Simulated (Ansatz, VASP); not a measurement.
This is a calculation of Be2Si for Ansatz 0.2.0.

input.yaml

```yaml
crystal:
  lattice:
    - [0.0, 2.64, 2.64]
    - [2.64, 0.0, 2.64]
    - [2.64, 2.64, 0.0]
  atoms:
    - { symbol: Si, position: [0.0, 0.0, 0.0] }
    - { symbol: Be, position: [0.25, 0.25, 0.25] }
    - { symbol: Be, position: [0.75, 0.75, 0.75] }
hamiltonian:
  xc: lda
  pseudopotentials: { kind: paw }
kpoints:
  mp_grid: { grid: [9, 9, 9] }
scf:
  occupations: { method: gaussian, width: 0.05 }
output:
  forces: true
  stress: true
  eigenvalues: true
```

Potentials or basis: Ansatz PAW.

The run is started by

```console
$ ansatz run input.yaml --threads 2 --pin off --max-ram 5632MiB --backend cpu --events-out ev --progress --plain --runs-dir out
```

Q: Translate it to VASP 6.6.1. Potentials there: VASP PAW LDA potentials, release 54 (Si, Be).

A: As run (the cutoff follows the program's own potentials):

Contents of run.py:

```python
from ase.calculators.vasp import Vasp
from ase.dft.bandgap import bandgap
from ase.io import read

atoms = read('Be2Si.cif')
calc = Vasp(
    directory='calc',
    xc='lda',
    pp='LDA',
    setups='recommended',
    pp_version='54',
    prec='Accurate',
    encut=520,
    ediff=1e-07,
    ismear=0,
    sigma=0.05,
    lreal=False,
    lasph=True,
    nelm=60,
    algo='Normal',
    isif=2,
    lwave=False,
    lcharg=False,
    kpts=[9, 9, 9],
    gamma=True,
    nbands=11,
)
atoms.calc = calc

print('energy (eV):', atoms.get_potential_energy())
print('free energy (eV):', atoms.get_potential_energy(force_consistent=True))
print('forces (eV/A):')
print(atoms.get_forces())
print('stress (eV/A^3, Voigt):', atoms.get_stress())
print('Fermi level (eV):', calc.get_fermi_level())
gap, top, bottom = bandgap(calc)
print('band gap (eV):', gap, 'from (spin, k, band)', top, 'to', bottom)
```

Be2Si.cif

```cif
data_Be2Si
_cell_length_a 3.73352380
_cell_length_b 3.73352380
_cell_length_c 3.73352380
_cell_angle_alpha 60.00000000
_cell_angle_beta 60.00000000
_cell_angle_gamma 60.00000000
_space_group_name_H-M_alt 'P1'
_space_group_name_Hall 'P 1'
_space_group_IT_number 1
loop_
_space_group_symop_operation_xyz
'x,y,z'
loop_
_atom_site_label
_atom_site_type_symbol
_atom_site_symmetry_multiplicity
_atom_site_Wyckoff_symbol
_atom_site_fract_x
_atom_site_fract_y
_atom_site_fract_z
_atom_site_occupancy
Si1 Si 1 a 0.0000000000 0.0000000000 0.0000000000 1
Be1 Be 1 a 0.2500000000 0.2500000000 0.2500000000 1
Be2 Be 1 a 0.7500000000 0.7500000000 0.7500000000 1
```

Potentials or basis: VASP PAW LDA potentials, release 54 (Si, Be).

Command:

```console
$ python run.py
```

Both were run:

|  | VASP | Ansatz | Ansatz less VASP |
| --- | --- | --- | --- |
| gap on the k mesh at the Fermi level (eV) | none | none | - |
| pressure (GPa) | -3.6 | -3.8 | -0.18 |

A gap of «none» marks a metal or a gap that the smearing closes.

Caveats: the PAW data sets come from PBE, with cores solved anew for the run's functional, which leaves a small shift of forces and pressure (Ansatz).
